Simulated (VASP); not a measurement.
## CoSi2: structure and properties in VASP

Aim: relax CoSi2, then compute properties on the relaxed cell. The steps: magnetic start: ferromagnetic, magnetic start: antiferromagnetic, q = (0, 0, 1/2), magnetic start: antiferromagnetic, q = (1/2, 1/2, 0), the orders side by side, relaxing cell and atoms (PBE + U), second relaxation, density, ELF and potential (PBE + U), bands along the symmetry lines (PBE + U), total and projected DOS (PBE + U), zone-centre phonons (PBE + U) and optical spectrum (PBE + U). The start is a cell from a database of measured crystal structures.

Calculated with VASP 6.6.1; PBE, DFT+U (Co d 4 eV), spin-polarised from a ferromagnetic start (one magnetic atom a cell); plane waves and PAW (Co, Si), in the first sound run; inputs show where later runs differ.

Report form: the programs' logs are mostly left out.

## Step 1: The structure

Symmetry: Fm-3m, No. 225, cubic system. The conventional cell has a = 5.365 Å, b = 5.365 Å, c = 5.365 Å, α = 90.00°, β = 90.00°, γ = 90.00°. Nearest to Co lie 8 Si at 2.32 Å. Nearest to Si lie 4 Co at 2.32 Å. Farther neighbours are not listed.

## Step 2: Magnetic start: ferromagnetic

The properties of a magnet depend on its order, so a few collinear patterns are compared first on the cell as listed, beginning with all moments parallel. PBE, the usual starting point, adds the gradient of the density. A Hubbard U penalises fractional filling of the localised shell, which semilocal functionals favour.

INCAR

```
SYSTEM = CoSi2
PREC = Accurate
ENCUT = 400
EDIFF = 1E-06
NELM = 100
ISMEAR = 0
SIGMA = 0.05
LREAL = .FALSE.
ALGO = Normal
GGA = PE
NBANDS = 18
ISPIN = 2
MAGMOM = 2 0 0
LDAU = .TRUE.
LDAUTYPE = 2
LDAUL = 2 -1
LDAUU = 4 0
LDAUJ = 0 0
LDAUPRINT = 1
LASPH = .TRUE.
LMAXMIX = 4
LORBIT = 11
LWAVE = .FALSE.
LCHARG = .FALSE.
KPAR = 8
ISIF = 2
```

POSCAR

```
CoSi2
1.0
    0.0000000000      2.6825000000      2.6825000000
    2.6825000000      0.0000000000      2.6825000000
    2.6825000000      2.6825000000      0.0000000000
Co Si
1 2
Direct
    0.0000000000      0.0000000000      0.0000000000
    0.2500000000      0.2500000000      0.2500000000
    0.7500000000      0.7500000000      0.7500000000
```

KPOINTS

```
Automatic mesh
0
Gamma
7 7 7
0 0 0
```

PAW data sets: Co and Si (PBE family, release 64).

Launch:

```console
$ mpirun -np 8 vasp_std
```

It took 16 s on 8 MPI ranks of Intel Xeon Platinum 8259CL at 2.50GHz (Skylake/Cascade Lake), shared host; peak memory 1.4 GiB.

The k-mesh is coarse for a metal. A U on the itinerant d states of such a compound is hard to justify; it moves the bands at the Fermi level. At this level the cell is under a tension of 5.3 GPa, so at these settings it is away from equilibrium.

This step gave:

* SCF cycles: 16
* electrons: 17
* bands: 18
* irreducible k-points: 20
* symmetry operations: 48
* free energy (TOTEN): -15.82 eV
* energy at zero smearing: -15.81 eV
* Fermi energy: 9.865 eV
* pressure: -5.327 GPa
* metallic, judged on the points sampled: yes

The spin moment in the PAW sphere vanishes on all atoms.

The moments fall under 0.1 μB, and the mesh shows no gap.

## Step 3: Magnetic start: antiferromagnetic, q = (0, 0, 1/2)

This step: PBE, DFT+U (Co d 4 eV), spin-polarised from an antiferromagnetic start; plane waves and PAW (Co, Si) (VASP 6.6.1).

System of this step: CoSi2. It takes space group Fm-3m (No. 225, cubic). The conventional cell has a = 5.365 Å, b = 5.365 Å, c = 5.365 Å, α = 90.00°, β = 90.00°, γ = 90.00°. Co has 8 Si at 2.32 Å nearest. Nearest to Si lie 4 Co at 2.32 Å. Farther neighbours are not listed.

Next, a pattern with opposite moments, which needs a doubled cell; q is given in the reciprocal vectors of the primitive cell.

Edit INCAR of step 2 so:

```diff
@@ -10,5 +10,5 @@
 GGA = PE
-NBANDS = 18
+NBANDS = 26
 ISPIN = 2
-MAGMOM = 2 0 0
+MAGMOM = 2 -2 0 0 0 0
 LDAU = .TRUE.
```

POSCAR

```
CoSi2
1.0
    0.0000000000      2.6825000000      2.6825000000
    2.6825000000      0.0000000000      2.6825000000
    5.3650000000      5.3650000000      0.0000000000
Co Si
2 4
Direct
    0.0000000000      0.0000000000      0.0000000000
    0.0000000000      0.0000000000      0.5000000000
    0.2500000000      0.2500000000      0.1250000000
    0.2500000000      0.2500000000      0.6250000000
    0.7500000000      0.7500000000      0.3750000000
    0.7500000000      0.7500000000      0.8750000000
```

KPOINTS is that of step 2.

Launch:

```console
$ mpirun -np 8 vasp_std
```

The job ended after 59 s (8 MPI ranks; peak memory 2.4 GiB; 6.1 min of CPU time).

Numbers from this step:

```
SCF cycles              : 17
electrons               : 34
bands                   : 26
irreducible k-points    : 44
symmetry operations     : 12
free energy (TOTEN)     : -31.63 eV
energy at zero smearing : -31.63 eV
Fermi energy            : 9.899 eV
pressure                : -5.346 GPa
```

The spin moment in the PAW sphere vanishes on all atoms.

The energy lies -0.4 meV an atom from the first pattern, and both runs end without moments, so a difference comes from cell, mesh or thresholds alone. The moments fall under 0.1 μB, and the mesh shows no gap.

## Step 4: Magnetic start: antiferromagnetic, q = (1/2, 1/2, 0)

INCAR is that of step 3.

POSCAR

```
CoSi2
1.0
    2.6825000000      2.6825000000      0.0000000000
   -2.6825000000      2.6825000000      0.0000000000
    0.0000000000      0.0000000000      5.3650000000
Co Si
2 4
Direct
    0.0000000000      0.0000000000      0.0000000000
    0.5000000000      0.5000000000      0.5000000000
    0.5000000000      0.0000000000      0.2500000000
    0.0000000000      0.5000000000      0.7500000000
    0.5000000000      0.0000000000      0.7500000000
    0.0000000000      0.5000000000      0.2500000000
```

KPOINTS

```
Automatic mesh
0
Gamma
6 6 4
0 0 0
```

Launch:

```console
$ mpirun -np 8 vasp_std
```

Wall time 30 s (8 MPI ranks); peak memory 1.9 GiB.

At this level the cell is under a tension of 5.5 GPa, so at these settings it is away from equilibrium.

Numbers from this step:

```
SCF cycles              : 16
irreducible k-points    : 30
symmetry operations     : 16
free energy (TOTEN)     : -31.60 eV
energy at zero smearing : -31.60 eV
Fermi energy            : 9.910 eV
pressure                : -5.529 GPa
```

The energy lies +4.6 meV an atom from the first pattern, and both runs end without moments, so a difference comes from cell, mesh or thresholds alone. The moments fall under 0.1 μB, and the mesh shows no gap.

## Step 5: The orders side by side

This step: collinear orders at PBE, DFT+U (Co d 4 eV); plane waves and PAW (VASP 6.6.1).

This step runs nothing: it gathers the runs above.

Patterns, by row:

```csv
start,atoms,energy less that of the first (meV/atom),largest site moment (μB),end state
ferromagnetic,3,0,0,non-magnetic
"antiferromagnetic, q = (0, 0, 1/2)",6,-0.4,0,non-magnetic
"antiferromagnetic, q = (1/2, 1/2, 0)",6,4.6,0,non-magnetic
```

All patterns lost their moments. Runs that ended non-magnetic differ by up to 5.0 meV an atom among themselves, which can come from the unlike meshes of the cells or from a run that isn't fully settled. The session goes on with moments started at or near zero.

## Step 6: Relaxing cell and atoms (PBE + U)

This step: PBE, DFT+U (Co d 4 eV), zero-moment start; plane waves and PAW (Co, Si) (VASP 6.6.1).

System of this step: CoSi2. It takes space group Fm-3m (No. 225, cubic). Conventional cell: a = 5.365 Å, b = 5.365 Å, c = 5.365 Å, α = 90.00°, β = 90.00°, γ = 90.00°. Co has 8 Si at 2.32 Å nearest. Si has 4 Co at 2.32 Å nearest. Farther neighbours are not listed.

Properties are meant for the cell that this level of theory prefers, so cell and atoms are relaxed first (ISIF = 3) until forces and stress are small; EDIFFG sets the threshold.

Edit INCAR of step 4 so:

```diff
@@ -10,5 +10,5 @@
 GGA = PE
-NBANDS = 26
+NBANDS = 16
 ISPIN = 2
-MAGMOM = 2 -2 0 0 0 0
+MAGMOM = 0 -0 -0
 LDAU = .TRUE.
@@ -25,2 +25,5 @@
 KPAR = 8
-ISIF = 2
+IBRION = 2
+NSW = 60
+ISIF = 3
+EDIFFG = -0.01
```

POSCAR

```
CoSi2
1.0
    0.0000000000      2.6825000000      2.6825000000
    2.6825000000      0.0000000000      2.6825000000
    2.6825000000      2.6825000000      0.0000000000
Co Si
1 2
Direct
    0.0000000000      0.0000000000      0.0000000000
    0.2500000000      0.2500000000      0.2500000000
    0.7500000000      0.7500000000      0.7500000000
```

KPOINTS

```
Automatic mesh
0
Gamma
6 6 6
0 0 0
```

Launch:

```console
$ mpirun -np 8 vasp_std
```

The job ended after 27 s (8 MPI ranks; peak memory 1.5 GiB; 2.8 min of CPU time).

This run allows spin, but its moments start at zero, where symmetry between the spins tends to hold them, which is where the search above led. Its electron count is odd, so without a moment it is a metal by construction. The run keeps the 48 symmetry operations of its start, so it cannot find a distortion of lower symmetry.

Relaxation path:

```csv
step,energy less that of the first step (eV),largest force (eV/Å),pressure (GPa),volume (Å³)
1,0.0000,0.0000,-5.47,38.61
2,0.0018,0.0000,6.30,36.20
3,-0.0213,0.0000,-0.08,37.41
```

```csv
"conventional cell, symmetrised",before,after,change
a (Å),5.365,5.309,-1.0 %
b (Å),5.365,5.309,-1.0 %
c (Å),5.365,5.309,-1.0 %
volume (Å³/atom),12.87,12.47,-3.1 %
```

The relaxed structure:

```xyz
3
Lattice="0.0000 2.6544 2.6544 2.6544 0.0000 2.6544 2.6544 2.6544 0.0000" Properties=species:S:1:pos:R:3 pbc="T T T"
Co    0.0000    0.0000    0.0000
Si    1.3272    1.3272    1.3272
Si    3.9817    3.9817    3.9817
```

Numbers from this step:

```
electrons                       : 17
bands                           : 16
irreducible k-points            : 16
symmetry operations             : 48
free energy (TOTEN)             : -15.82 eV
energy at zero smearing         : -15.82 eV
Fermi energy                    : 10.42 eV
pressure                        : -0.08084 GPa
SCF cycles over all ionic steps : 31
```

It ends with forces that vanish by symmetry and a pressure of -0.08 GPa.

## Step 7: Second relaxation

The basis stayed that of the start cell while the cell moved. A rerun from the cell reached resets it; the error of the finite cutoff stays.

INCAR is that of step 6.

POSCAR

```
CoSi2
1.0
    0.0000000000      2.6544471679      2.6544471679
    2.6544471679      0.0000000000      2.6544471679
    2.6544471679      2.6544471679      0.0000000000
Co Si
1 2
Direct
    0.0000000000      0.0000000000      0.0000000000
    0.2500000000      0.2500000000      0.2500000000
    0.7500000000      0.7500000000      0.7500000000
```

KPOINTS is that of step 6.

Launch:

```console
$ mpirun -np 8 vasp_std
```

It took 7 s on 8 MPI ranks; peak memory 1.2 GiB.

Little changed from the start: no atom moved by 0.005 Å and no cell edge by 0.1 %.

This step gave:

* pressure: -0.08976 GPa
* SCF cycles over all ionic steps: 13

It ends with forces that vanish by symmetry and a pressure of -0.09 GPa. The volume moved by under 0.01 %: the run met its threshold at the first step.

## Step 8: Density, ELF and potential (PBE + U)

The relaxed cell gets a fresh self-consistent run, on a basis set for its own volume, to fix the density and to check the remaining stress.

Edit INCAR of step 7 so:

```diff
@@ -23,7 +23,5 @@
 LWAVE = .FALSE.
-LCHARG = .FALSE.
-KPAR = 8
-IBRION = 2
-NSW = 60
-ISIF = 3
-EDIFFG = -0.01
+LCHARG = .TRUE.
+ISIF = 2
+LELF = .TRUE.
+LVHAR = .TRUE.
```

POSCAR is that of step 7.

KPOINTS is that of step 7.

Launch:

```console
$ mpirun -np 8 vasp_std
```

The job ended after 13 s (8 MPI ranks; peak memory 0.83 GiB; 82 s of CPU time).

With spin, VASP writes an ELF for each channel.

This step gave:

- SCF cycles: 13

Valence electrons inside each PAW sphere by angular momentum. Sphere charges, by row:

```
atom  s (e)  p (e)  d (e)  tot (e)
 Co1  0.536  0.724  7.812    9.073
 Si2  0.715  0.884      0    1.599
 Si3  0.715  0.884      0    1.599
```

ELF of up spins in the ac plane of a cell with a along [110], b along [-110] and c along [001] of the cube at fractional y = 0.000, with atoms of Co and Si within 0.2 Å of it. It is the smooth field of the valence electrons, not physical close to the nuclei.

Ten even steps from '_' (0.01) to '@' (0.71), each cell a mean:
```
____--**@@@@@@**--______::++%%@@@@%%++..__
..::++@@@@##@@@@++::..::==##@@%%%%@@##==::
--==%%@@**::**@@%%==----**@@%%----%%@@**--
--++##**::..--####++--==**##++....++##**==
::--++++======++++--::::==++++====++++==::
__..--++%%%%%%++--..____::==##%%%%##==..__
____::++%%@@%%++::______..--**@@%%**--..__
____::++%%@@%%++::______..--##@@@@**--..__
....--++####**++--......::==**####**==::..
::==**++--::--++**==::--++**==::::==**++--
--++%%%%--..--%%%%++--==**%%**....**@@**==
--==##@@##++%%@@##------++@@@@++**@@@@++--
__..==%%@@@@@@%%==..__..--**@@@@@@@@**::..
____::**%%@@%%++::______..==##@@@@##==..__
```
Columns run along a (7.5 Å), rows up along c (5.3 Å), edges of the conventional cell, whose origin can differ from the input's. Atoms in or near the plane, at fractional coordinates: Co at (0.00, 0.00), Co at (0.50, 0.00), Si at (0.25, 0.25), Si at (0.75, 0.25), Si at (0.25, 0.75), Si at (0.75, 0.75).

Valence density in the ac plane of a cell with a along [110], b along [-110] and c along [001] of the cube at fractional y = 0.000, with atoms of Co and Si within 0.2 Å of it. It is the smooth field of the valence electrons, not physical close to the nuclei.

Ten steps, logarithmic in the rise over the least value, from '_' (-0.1 e/Å³) to '@' (8.2 e/Å³), each cell a mean:
```
@@%%++==========++%%@@@@**============**@@
##++==============**##**++============++**
========--::--================::::========
------==::__::==----------==--....--==----
::::--------------::::::----------------::
::::::----==----::::::::::----====----::::
::::::----==----::::::::::::--------::::::
::::::----==----::::::::::::--====--::::::
::::------==------::::::::----====----::::
::--------::--------::::------::::------::
----====::__--====--------==--....--==----
++========--========++++======----======++
%%##============++##%%##++============++##
@@%%++==========++%%@@@@##============##@@
```
Columns run along a (7.5 Å), rows up along c (5.3 Å), edges of the conventional cell, whose origin can differ from the input's. Atoms in or near the plane, at fractional coordinates: Co at (0.00, 0.00), Co at (0.50, 0.00), Si at (0.25, 0.25), Si at (0.75, 0.25), Si at (0.25, 0.75), Si at (0.75, 0.75).

Electrostatic potential energy in the ac plane of a cell with a along [110], b along [-110] and c along [001] of the cube at fractional y = 0.000, with atoms of Co and Si within 0.2 Å of it. With pseudopotentials it is smooth inside the atoms' cores, unlike the true potential.

Values in eV, 8 rows by 16 columns, each cell a mean:
```
-62 -21  -5 -11 -14  -6 -11 -50 -62 -21  -5 -11 -14  -6 -11 -50
 -3  -3 -20 -73 -85 -37  -5  -3  -3  -3 -20 -73 -85 -37  -5  -3
  2   0 -15 -58 -69 -28  -3   2   2   0 -15 -58 -69 -28  -3   2
  3   2  -1  -5  -6  -2   1   3   3   2  -1  -5  -6  -2   1   3
  3   2  -3 -11 -14  -5   1   3   3   2  -3 -11 -14  -5   1   3
  2  -1 -20 -73 -85 -37  -4   1   2  -1 -20 -73 -85 -37  -4   1
 -9  -5 -15 -58 -68 -28  -5  -7  -9  -5 -15 -58 -68 -28  -5  -7
-81 -29  -4  -5  -6  -4 -14 -67 -81 -29  -4  -5  -6  -4 -14 -67
```
Columns run along a (7.5 Å; values clipped at the 3rd and 97th percentile), rows up along c (5.3 Å), edges of the conventional cell, whose origin can differ from the input's. Atoms in or near the plane, at fractional coordinates: Co at (0.00, 0.00), Co at (0.50, 0.00), Si at (0.25, 0.25), Si at (0.75, 0.25), Si at (0.25, 0.75), Si at (0.75, 0.75).

In this run the pressure is -0.09 GPa, small enough to go on; single stress components reach 0.09 GPa.

## Step 9: Bands along the symmetry lines (PBE + U)

The mesh alone shows little of the dispersion and can miss band extrema, so KPOINTS_OPT adds a path through the symmetry points after the self-consistent cycle.

Edit INCAR of step 8 so:

```diff
@@ -10,3 +10,3 @@
 GGA = PE
-NBANDS = 16
+NBANDS = 23
 ISPIN = 2
@@ -23,5 +23,3 @@
 LWAVE = .FALSE.
-LCHARG = .TRUE.
-ISIF = 2
-LELF = .TRUE.
-LVHAR = .TRUE.
+LCHARG = .FALSE.
+KPAR = 8
```

POSCAR is that of step 8.

KPOINTS is that of step 8.

KPOINTS_OPT

```
Line mode
16
Line-mode
Reciprocal
  0.00000000   0.00000000   0.00000000 GAMMA
  0.50000000   0.00000000   0.50000000 X

  0.50000000   0.00000000   0.50000000 X
  0.50000000   0.25000000   0.75000000 W

  0.50000000   0.25000000   0.75000000 W
  0.37500000   0.37500000   0.75000000 K

  0.37500000   0.37500000   0.75000000 K
  0.00000000   0.00000000   0.00000000 GAMMA

  0.00000000   0.00000000   0.00000000 GAMMA
  0.50000000   0.50000000   0.50000000 L

  0.50000000   0.50000000   0.50000000 L
  0.62500000   0.25000000   0.62500000 U

  0.62500000   0.25000000   0.62500000 U
  0.50000000   0.25000000   0.75000000 W

  0.50000000   0.25000000   0.75000000 W
  0.50000000   0.50000000   0.50000000 L

  0.50000000   0.50000000   0.50000000 L
  0.37500000   0.37500000   0.75000000 K

  0.62500000   0.25000000   0.62500000 U
  0.50000000   0.00000000   0.50000000 X
```

Launch:

```console
$ mpirun -np 8 vasp_std
```

The job ended after 24 s (8 MPI ranks; peak memory 1.3 GiB; 2.5 min of CPU time).

This step gave:

```yaml
bands: 23
pressure: -0.1219 GPa
```

Both spin channels agree. Electronic bands along the path, in eV, zero at the Fermi level; # counts the bands kept in this run:

```
          point     #6     #7     #8     #9   #10   #11   #12   #13
              Γ  -2.56   0.97   3.39   3.39  3.39  3.56  3.56  3.56
0.47 of the way  -2.31  -0.22  -0.22  -0.02  1.37  3.21  5.98  6.95
              X  -2.33  -2.30  -2.30  -1.99  1.51  2.77  8.56  9.76
0.47 of the way  -2.34  -2.30  -2.08  -1.55  1.95  3.56  6.41  9.73
              W  -2.57  -2.30  -2.06  -1.16  3.66  3.66  5.82  6.69
0.47 of the way  -2.55  -2.17  -1.94  -1.23  2.54  4.80  5.23  7.94
              K  -2.58  -2.08  -1.69  -1.45  1.88  4.97  5.86  7.79
0.47 of the way  -2.30  -1.84  -0.79   0.99  2.88  3.82  3.91  6.18
              Γ  -2.56   0.97   3.39   3.39  3.39  3.56  3.56  3.56
0.47 of the way  -2.66  -0.80   1.36   1.36  2.33  3.94  3.94  4.78
              L  -2.17  -2.17  -0.45  -0.45  2.73  3.29  3.29  4.54
0.53 of the way  -2.43  -2.14  -1.25  -0.90  2.07  4.40  5.54  7.01
              U  -2.58  -2.08  -1.69  -1.45  1.88  4.97  5.86  7.79
0.53 of the way  -2.55  -2.17  -1.94  -1.23  2.54  4.80  5.23  7.94
              W  -2.57  -2.30  -2.06  -1.16  3.66  3.66  5.82  6.69
0.47 of the way  -2.41  -2.21  -1.41  -0.94  2.62  3.62  6.73  7.34
              L  -2.17  -2.17  -0.45  -0.45  2.73  3.29  3.29  4.54
0.53 of the way  -2.43  -2.14  -1.25  -0.90  2.07  4.40  5.54  7.01
              K  -2.58  -2.08  -1.69  -1.45  1.88  4.97  5.86  7.79
      jump to U  -2.58  -2.08  -1.69  -1.45  1.88  4.97  5.86  7.79
0.53 of the way  -2.36  -2.26  -1.97  -1.87  1.67  3.21  7.35  9.19
              X  -2.33  -2.30  -2.30  -1.99  1.51  2.77  8.56  9.76
```

Of the projections kept (Co, Si), the largest for each band there, as a share of the weight inside these atoms' spheres; weight between the spheres isn't counted:

| point | #6 | #7 | #8 | #9 | #10 | #11 | #12 | #13 |
| --- | --- | --- | --- | --- | --- | --- | --- | --- |
| Γ | Co 1.00 | Si 1.00 | Co 0.66 | Co 0.66 | Co 0.66 | Co 0.92 | Co 0.92 | Co 0.92 |
| X | Co 0.98 | Co 0.96 | Co 0.96 | Co 1.00 | Co 0.79 | Co 0.99 | - | Si 0.82 |
| W | Co 0.86 | Co 0.96 | Co 1.00 | Co 0.93 | Si 0.51 | Si 0.51 | Co 0.87 | Co 0.81 |
| K | Co 0.94 | Co 0.95 | Co 0.95 | Co 0.89 | Co 0.75 | Co 0.77 | Si 0.65 | Si 0.83 |
| Γ | Co 1.00 | Si 1.00 | Co 0.66 | Co 0.66 | Co 0.66 | Co 0.92 | Co 0.92 | Co 0.92 |
| L | Co 1.00 | Co 1.00 | Si 0.61 | Si 0.61 | Si 1.00 | Co 0.69 | Co 0.69 | Co 0.54 |

There is no gap at this level.

Of the bands kept, 3 cross the Fermi level on this path.

(Part 1 of 2 ends here.)

[Lines on the potential files, build, host, timing and source positions are cut from VASP's logs without a mark.]

[Logs are printed without paths, hosts, clocks, repeated set-up lines and the standing remarks that a program may print on its own settings, such as how far it seeks lower states.]

[Hosts, paths, dates, database ids (printed as entryN), source tags and the programs' standing remarks are cut or masked in the printed files.]

[A measured line is paired with the nearest computed mode of its activity, which favours agreement.]

[In band tables of VASP the shares of atoms and orbitals are scaled to a sum of 1 inside the atoms' spheres.]
